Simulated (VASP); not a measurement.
# MoOs (P-6m2) in VASP: a series of runs

One crystal, MoOs, is run at these levels: LDA; tasks: single point.

All numbers are computed with VASP 6.6.1; they aren't measurements. Logs are shortened: lines on timing, memory, paths and dates and some standing lists are left out, and cuts for length are marked.

### Step 1. The crystal as given

It takes space group P-6m2 (No. 187, hexagonal). Conventional cell: a = 2.782 Å, b = 2.782 Å, c = 4.507 Å, α = 90.00°, β = 90.00°, γ = 120.00°. Mo (site symmetry -6m2) is surrounded by 6 Os at 2.77 Å and 6 Mo at 2.78 Å. Os (site symmetry -6m2) is surrounded by 6 Mo at 2.77 Å and 6 Os at 2.78 Å.

The cell comes from a database or a generator and needn't be the stable form of this composition.

### Step 2. Single point, LDA

INCAR

```
PREC     = Accurate       # precision mode
ENCUT    = 520            # plane-wave cutoff, eV
EDIFF    = 1E-7           # SCF threshold, eV
ISMEAR   = 0              # smearing method
SIGMA    = 0.15           # smearing width, eV
LREAL    = False          # projectors in reciprocal space
LASPH    = True           # aspherical terms in the spheres
NELM     = 100            # most SCF steps
ALGO     = Fast           # electronic algorithm
ISIF     = 2              # what is computed and relaxed
LWAVE    = False          # write WAVECAR
LCHARG   = True           # write CHGCAR
LELF     = True           # ELF
LVHAR    = True         
NBANDS   = 18             # bands
```

KPOINTS

```
regular mesh
0
Gamma
  21 21 12
```

POSCAR

```
MoOs
1.0
    2.7817556855      0.0000000000      0.0000000000
   -1.3908778428      2.4090710908      0.0000000000
    0.0000000000      0.0000000000      4.5070550000
Mo Os
1 1
Direct
    0.6666666667      0.3333333333      0.5000000000
    0.3333333333      0.6666666667      0.0000000000
```

Potentials or basis: VASP PAW LDA potentials, release 64 (Mo_sv, Os).

Started as:

```sh
$ cat potpaw_LDA.64/Mo_sv/POTCAR potpaw_LDA.64/Os/POTCAR > POTCAR
$ mpirun -np 1 vasp_std > vasp.out
```

OUTCAR:

```text
PREC = Accurate
   ENCUT = 520
   EDIFF = 1E-7
   ISMEAR = 0
   LREAL = False
   LASPH = True
   NELM = 100
   ISIF = 2

 ion  position               nearest neighbor table
   1  0.667  0.333  0.500-   2 2.77   2 2.77   2 2.77   2 2.77   2 2.77   2 2.77
   2  0.333  0.667  0.000-   1 2.77   1 2.77   1 2.77   1 2.77   1 2.77   1 2.77

  LATTYP: Found a hexagonal cell.
 ALAT       =     2.7817556855
 C/A-ratio  =     1.6202195698

  Lattice vectors:

 A1 = (   2.7817556855,   0.0000000000,   0.0000000000)
 A2 = (  -1.3908778428,   2.4090710908,   0.0000000000)
 A3 = (   0.0000000000,   0.0000000000,   4.5070550000)

Analysis of symmetry for initial positions (statically):
=====================================================================
 Subroutine PRICEL returns:
 Original cell was already a primitive cell.

 Routine SETGRP: Setting up the symmetry group for a
 hexagonal supercell.

 Subroutine GETGRP returns: Found 12 space group operations
 (whereof 12 operations were pure point group operations)
 out of a pool of 24 trial point group operations.

The static configuration has the point symmetry D_3h.

Analysis of symmetry for dynamics (positions and initial velocities):
=====================================================================
 Subroutine PRICEL returns:
 Original cell was already a primitive cell.

 Routine SETGRP: Setting up the symmetry group for a
 hexagonal supercell.

 Subroutine GETGRP returns: Found 12 space group operations
 (whereof 12 operations were pure point group operations)
 out of a pool of 24 trial point group operations.

The dynamic configuration has the point symmetry D_3h.

 Subroutine INISYM returns: Found 12 space group operations
 (whereof 12 operations are pure point group operations),
 and found     1 'primitive' translations

----------------------------------------------------------------------------------------

                                     Primitive cell

  volume of cell :      30.2038

  direct lattice vectors                    reciprocal lattice vectors
     2.781755685  0.000000000  0.000000000     0.359485200  0.207548877  0.000000000
    -1.390877843  2.409071091  0.000000000     0.000000000  0.415097754  0.000000000
     0.000000000  0.000000000  4.507055000     0.000000000  0.000000000  0.221874373

  length of vectors
     2.781755685  2.781755686  4.507055000     0.415097754  0.415097754  0.221874373

  position of ions in fractional coordinates (direct lattice)
     0.666666667  0.333333333  0.500000000
     0.333333333  0.666666667  0.000000000

  ion indices of the primitive-cell ions
   primitive index   ion index
                 1           1
                 2           2

----------------------------------------------------------------------------------------

 KPOINTS: regular mesh

Automatic generation of k-mesh.
 Grid dimensions read from file:
 generate k-points for:   21   21   12

 Generating k-lattice:

  Cartesian coordinates                     Fractional coordinates (reciprocal lattice)
     0.017118343  0.009883280  0.000000000     0.047619048  0.000000000  0.000000000
     0.000000000  0.019766560  0.000000000     0.000000000  0.047619048  0.000000000
     0.000000000  0.000000000  0.018489531     0.000000000  0.000000000  0.083333333

  Length of vectors
     0.019766560  0.019766560  0.018489531

  Shift w.r.t. Gamma in fractional coordinates (k-lattice)
     0.000000000  0.000000000  0.000000000

 Subroutine IBZKPT returns following result:
 ===========================================

 Found    336 irreducible k-points:

 Following reciprocal coordinates:
            Coordinates               Weight
  0.000000  0.000000  0.000000      1.000000
  0.047619  0.000000  0.000000      6.000000
  0.095238  0.000000  0.000000      6.000000
  0.142857  0.000000  0.000000      6.000000
  0.190476  0.000000  0.000000      6.000000
  0.238095  0.000000  0.000000      6.000000
[... 16 lines left out ...]
  0.142857  0.095238  0.000000     12.000000
  0.190476  0.095238  0.000000     12.000000
 [... further k-points ...]
   k-points           NKPTS =    336   k-points in BZ     NKDIM =    336   number of bands    NBANDS=     18
   number of dos      NEDOS =    301   number of ions     NIONS =      2
   total plane-waves  NPLWV =  20736
   dimension x,y,z NGX =    24 NGY =   24 NGZ =   36
   dimension x,y,z NGXF=    48 NGYF=   48 NGZF=   72
   ions per type =               1   1
   NGX,Y,Z   is equivalent  to a cutoff of  14.34, 14.34, 13.28 a.u.
   NGXF,Y,Z  is equivalent  to a cutoff of  28.69, 28.69, 26.56 a.u.
 SYSTEM =  unknown system
   PREC   = accura    normal or accurate (medium, high low for compatibility)
   ISTART =      0    job   : 0-new  1-cont  2-samecut
   ICHARG =      2    charge: 1-file 2-atom 10-const
   ISPIN  =      1    spin polarized calculation?
   LNONCOLLINEAR =      F non collinear calculations
   LSORBIT =      F    spin-orbit coupling
   LASPH  =      T    aspherical Exc in radial PAW
   ENCUT  =  520.0 eV  38.22 Ry    6.18 a.u.   5.17  5.17  8.38*2*pi/ulx,y,z
   NELM   =    100;   NELMIN=  2; NELMDL= -5     # of ELM steps
   EDIFF  = 0.1E-06   stopping-criterion for ELM
   LREAL  =      F    real-space projection
   EDIFFG = 0.1E-05   stopping-criterion for IOM
   NSW    =      0    number of steps for IOM
   IBRION =     -1    ionic relax: 0-MD 1-quasi-New 2-CG
   NFREE  =      0    steps in history (QN), initial steepest desc. (CG)
   ISIF   =      2    stress and relaxation
   ISYM   =      2    0-nonsym 1-usesym 2-fastsym
   POTIM  = 0.5000    time-step for ionic-motion
   TEBEG  =    0.0;   TEEND  =   0.0 temperature during run
   PSTRESS=    0.0 pullay stress
   NELECT =      22.0000    total number of electrons
   NUPDOWN=      -1.0000    fix difference up-down
   EMIN   =  10.00;   EMAX   =-10.00  energy-range for DOS
   EFERMI =   0.00;   METHOD = LEGACY
   ISMEAR =     0;   SIGMA  =   0.15  broadening in eV -4-tet -1-fermi 0-gaus
   EFERMI_NEDOS =   21; number of points for ismear=-14 and -15
   IALGO  =     68    algorithm
   IMIX   =      4    mixing-type and parameters
     AMIX     =   0.40;   BMIX     =  1.00
     AMIX_MAG =   1.60;   BMIX_MAG =  1.00
  volume/ion in A,a.u.               =      15.10       101.91
  Fermi-wavevector in a.u.,A,eV,Ry     =   1.472975  2.783518 29.519935  2.169654
  Thomas-Fermi vector in A             =   2.587924
   LORBIT       =      0    0 simple, 1 ext, 2 COOP (PROOUT), +10 PAW based schemes
   GGA     = CA    functional components
   LHFCALC =     F    Hartree Fock is set to
   AEXX    =    0.0000 exact exchange contribution
   IVDW    =     0    specifies the selected vdW correction
   LEPSILON=     F    determine dielectric tensor
   LRPA    =     F    only Hartree local field effects (RPA)
 non-spin polarized calculation
 RMM-DIIS sequential band-by-band and
 Gauss-broadening in eV      SIGMA  =   0.15
  energy-cutoff  :      520.00
  volume of cell :       30.20
 maximum number of plane-waves:       827
 NGX is ok and might be reduce to    24
   NGX = 11   NGY = 11   NGZ = 17

 number of electron      22.0000001 magnetization

 Free energy of the ion-electron system (eV)
  ---------------------------------------------------
  ext. energy  EPLUGINS =         0.00000000
  ---------------------------------------------------
  free energy    TOTEN  =       -24.59521991 eV

  energy without entropy =      -24.57591233  energy(sigma->0) =      -24.58556612

 E-fermi :  10.2176     XC(G=0): -13.7644

 val. band max:       10.2120755458   @ k =   0.2857   0.0000   0.4167
 cond. band min:      10.2205011400   @ k =   0.3333   0.1905   0.2500
 fundamental gap:      0.0084255942
 Fermi energy:        10.2176128567

 k-point     1 :       0.0000    0.0000    0.0000
  band No.  band energies     occupation
      1     -50.1643      2.00000
      2     -24.5053      2.00000
      3     -23.7655      2.00000
      4     -23.7655      2.00000
      5       1.5150      2.00000
      6       4.5959      2.00000
[... 10 lines left out ...]
     17      20.3212      0.00000
     18      24.1441      0.00000

 k-point     2 :       0.0476    0.0000    0.0000
  band No.  band energies     occupation
      1     -50.1603      2.00000
      2     -24.5017      2.00000
      3     -23.7933      2.00000
      4     -23.7718      2.00000
      5       1.6039      2.00000
      6       4.6700      2.00000
[... 10 lines left out ...]
     17      20.3154      0.00000
     18      24.3292      0.00000

 k-point     3 :       0.0952    0.0000    0.0000
  band No.  band energies     occupation
      1     -50.1483      2.00000
      2     -24.4912      2.00000
      3     -23.8738      2.00000
      4     -23.7899      2.00000
      5       1.8648      2.00000
      6       4.8794      2.00000
[... 10 lines left out ...]
     17      20.2854      0.00000
     18      24.8520      0.00000

 k-point     4 :       0.1429    0.0000    0.0000
  band No.  band energies     occupation
      1     -50.1296      2.00000
      2     -24.4748      2.00000
      3     -23.9985      2.00000
      4     -23.8181      2.00000
      5       2.2789      2.00000
      6       5.1807      2.00000
[... 375 lines left out ...]
      4     -23.8416      2.00000
      5       2.5212      2.00000
      6       5.3595      2.00000
[... 10 lines left out ...]
     17      20.1576      0.00000
     18      25.9178      0.00000

 k-point    23 :       0.1429    0.0952    0.0000
  band No.  band energies     occupation
      1     -50.0960      2.00000
      2     -24.4453      2.00000
      3     -24.2015      2.00000
      4     -23.8842      2.00000
      5       3.0458      2.00000
      6       5.6702      2.00000
[... 10 lines left out ...]
     17      20.0321      0.00000
     18      26.0474      0.00000

 k-point    24 :       0.1905    0.0952    0.0000
  band No.  band energies     occupation
      1     -50.0700      2.00000
      2     -24.4225      2.00000
      3     -24.3569      2.00000
      4     -23.9323      2.00000
      5       3.6377      2.00000
      6       5.8499      2.00000
[... 10 lines left out ...]
     17      19.8907      0.00000
     18      24.9256      0.00000

 [... further k-points ...]

------------------------ aborting loop because EDIFF is reached ----------------------------------------

  FORCE on cell =-STRESS in cart. coord.  units (eV):
  Direction    XX          YY          ZZ          XY          YZ          ZX
  --------------------------------------------------------------------------------------
  -------------------------------------------------------------------------------------
  Total       -2.7645204     -2.7645204     -3.2707340      0.0000000     -0.0000000      0.0000000
  in kB     -146.6455632   -146.6455632   -173.4979496      0.0000000     -0.0000000      0.0000000
  external PRESSURE =    -155.5963587 kB  Pullay stress =       0.0000000 kB

 VOLUME and BASIS-vectors are now :
 -----------------------------------------------------------------------------
  energy-cutoff  :      520.00
  volume of cell :       30.20
      direct lattice vectors                 reciprocal lattice vectors
     2.781755685  0.000000000  0.000000000     0.359485200  0.207548877  0.000000000
    -1.390877843  2.409071091  0.000000000     0.000000000  0.415097754  0.000000000
     0.000000000  0.000000000  4.507055000     0.000000000  0.000000000  0.221874373

 POSITION                                       TOTAL-FORCE (eV/Angst)
 -----------------------------------------------------------------------------------
      1.39088      0.80302      2.25353        -0.000000      0.000000      0.000000
     -0.00000      1.60605      0.00000         0.000000      0.000000      0.000000
 -----------------------------------------------------------------------------------
    total drift:                               -0.000000      0.000000      0.000000

  FREE ENERGIE OF THE ION-ELECTRON SYSTEM (eV)
  ---------------------------------------------------
  free  energy   TOTEN  =       -24.5952199134 eV

  energy  without entropy=      -24.5759123321  energy(sigma->0) =      -24.58556612
```

Wall time 2.7 min (1 thread of AMD EPYC 9R14 (Zen 4), shared host); peak memory 0.27 GiB.

Results:

- Free energy: -24.5952 eV
- Pressure: -15.6 GPa
- Band gap on the k mesh: none (metal or under the smearing width)

Stress tensor (GPa, compression positive):
```
-14.66   0.00   0.00
  0.00 -14.66   0.00
  0.00   0.00 -17.35
```

Levels at points of the mesh, in eV from the Fermi level:
```
           k point  band 9  band 10  band 11  band 12  band 13  band 14
(0.00, 0.00, 0.00)   -1.52    -0.34    -0.34    -0.15    -0.15     1.11
(0.00, 0.00, 0.50)   -2.24    -1.68    -1.25    -1.25     1.66     1.66
```

Caveat: so large a pressure means that the cell lies far from this level's equilibrium, or that cutoff or potentials fall short. Spin-orbit coupling is left out, which matters for the levels of Os.

### Step 3. Single point, LDA

INCAR

```
PREC = Accurate ; ENCUT = 520
EDIFF = 1E-6 ; ISMEAR = 0
SIGMA = 0.15 ; LREAL = F
LASPH = T ; NELM = 100
ALGO = Fast ; ISIF = 2
LWAVE = F ; LCHARG = F
GGA = CA ; NBANDS = 18
```

KPOINTS

```
Automatic mesh
0
Gamma
  21 21 10
```

POSCAR is that of step 2.

Potentials or basis: VASP PAW LDA potentials, release 64 (Mo_sv, Os).

Started as:

```sh
$ cat potpaw_LDA.64/Mo_sv/POTCAR potpaw_LDA.64/Os/POTCAR > POTCAR
$ mpirun -np 1 vasp_std > vasp.out
```

Run time: 2.1 min. Hardware: 1 thread of AMD EPYC 9R14 (Zen 4), shared host; peak memory 0.24 GiB.

It converged, with:

* Free energy: -24.5954 eV
* Pressure: -15.5 GPa
* Band gap on the k mesh: none (metal or under the smearing width)

Stress tensor (GPa, compression positive):
```
-14.68   0.00   0.00
  0.00 -14.68   0.00
  0.00   0.00 -17.24
```

Levels at points of the mesh, in eV from the Fermi level:
| k point | band 8 | band 9 | band 10 | band 11 | band 12 | band 13 | band 14 | band 15 |
| --- | --- | --- | --- | --- | --- | --- | --- | --- |
| (0.00, 0.00, 0.00) | -2.03 | -1.52 | -0.34 | -0.34 | -0.15 | -0.15 | 1.11 | 3.03 |
| (0.00, 0.00, 0.50) | -2.24 | -2.24 | -1.68 | -1.25 | -1.25 | 1.66 | 1.66 | 2.69 |

Caveat: so large a pressure means that the cell lies far from this level's equilibrium, or that cutoff or potentials fall short. Spin-orbit coupling is left out, which matters for the levels of Os.
